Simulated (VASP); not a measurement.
A run of VASP 6.6.1:

Contents of POSCAR:

```
NiMoIrPdW                               
1.0
    4.1440513103      0.0000077889     -0.0000033153
   -2.0720239425      3.5888577553      0.0000033153
   -0.0000043864      0.0000025325      5.4710186555
  Ni              Mo              Pd              Ir              W             
     1     1     1     1     1
Direct
     0.0000006030495113    0.9999993969504625    0.9576370454496372
     0.6666666341290870    0.3333333658710252    0.9621992985464708
     0.6666671079670995    0.3333328920329920    0.4629333111993852
     0.3333330259679925    0.6666669740319148    0.7260301450767719
     0.3333326288863098    0.6666673711136056    0.2356501997277368
```

File INCAR.step1:

```
ALGO     = Fast           # electronic algorithm
EDIFF    = 1E-6           # SCF threshold, eV
ENCUT    = 520            # plane-wave cutoff, eV
GGA      = RP             # functional
ISIF     = 2              # what is computed and relaxed
ISMEAR   = -1             # smearing method
ISPIN    = 2              # spin polarisation
KPAR     = 4            
LASPH    = True           # aspherical terms in the spheres
LCHARG   = True           # write CHGCAR
LMAXMIX  = 4              # l up to which the mixer works
LORBIT   = 11             # projections on sites
LREAL    = False          # projectors in reciprocal space
LWAVE    = False          # write WAVECAR
MAGMOM   = 1 1 0 0.6 0    # initial moments
NBANDS   = 40             # bands
NELM     = 150            # most SCF steps
PREC     = Accurate       # precision mode
SIGMA    = 0.05           # smearing width, eV
```

Contents of KPOINTS.step1:

```
k-points
0
Gamma
  8 8 5
```

File INCAR.step2:

```
ALGO     = Fast           # electronic algorithm
EDIFF    = 1E-6           # SCF threshold, eV
ENCUT    = 520            # plane-wave cutoff, eV
GGA      = RP             # functional
ICHARG   = 11             # starting density
ISIF     = 2              # what is computed and relaxed
ISMEAR   = 0              # smearing method
ISPIN    = 2              # spin polarisation
KPAR     = 4            
LASPH    = True           # aspherical terms in the spheres
LCHARG   = False          # write CHGCAR
LMAXMIX  = 4              # l up to which the mixer works
LORBIT   = 11             # projections on sites
LREAL    = False          # projectors in reciprocal space
LWAVE    = False          # write WAVECAR
MAGMOM   = 1 1 0 0.6 0    # initial moments
NBANDS   = 40             # bands
NELM     = 150            # most SCF steps
PREC     = Accurate       # precision mode
SIGMA    = 0.05           # smearing width, eV
```

Contents of KPOINTS.step2:

```
path GMKGALHA,LM,KH
15
line-mode
reciprocal
 0.0000000000  0.0000000000  0.0000000000  G
 0.5000000000  0.0000000000  0.0000000000  M

 0.5000000000  0.0000000000  0.0000000000  M
 0.3333333333  0.3333333333  0.0000000000  K

 0.3333333333  0.3333333333  0.0000000000  K
 0.0000000000  0.0000000000  0.0000000000  G

 0.0000000000  0.0000000000  0.0000000000  G
 0.0000000000  0.0000000000  0.5000000000  A

 0.0000000000  0.0000000000  0.5000000000  A
 0.5000000000  0.0000000000  0.5000000000  L

 0.5000000000  0.0000000000  0.5000000000  L
 0.3333333333  0.3333333333  0.5000000000  H

 0.3333333333  0.3333333333  0.5000000000  H
 0.0000000000  0.0000000000  0.5000000000  A

 0.5000000000  0.0000000000  0.5000000000  L
 0.5000000000  0.0000000000  0.0000000000  M

 0.3333333333  0.3333333333  0.0000000000  K
 0.3333333333  0.3333333333  0.5000000000  H
```

Potentials or basis: VASP PAW PBE potentials, release 64 (Ni, Mo_sv, Pd, Ir, W_sv).

Launch:

```console
$ cat potpaw_PBE.64/Ni/POTCAR potpaw_PBE.64/Mo_sv/POTCAR potpaw_PBE.64/Pd/POTCAR potpaw_PBE.64/Ir/POTCAR potpaw_PBE.64/W_sv/POTCAR > POTCAR
$ cp INCAR.step1 INCAR
$ cp KPOINTS.step1 KPOINTS
$ mpirun -np 4 vasp_std > vasp.out
$ cp INCAR.step2 INCAR
$ cp KPOINTS.step2 KPOINTS
$ mpirun -np 4 vasp_std > vasp.out
```

Hardware: 4 MPI ranks on Intel(R) Xeon(R) Platinum 8488C (Sapphire Rapids), on a shared host.

Estimate the wall time of this run.

Wall time 4.1 min on 4 MPI ranks on Intel(R) Xeon(R) Platinum 8488C (Sapphire Rapids), with other jobs on the host, peak memory 0.79 GiB a rank. Counts: scf iterations 10, k points 135.
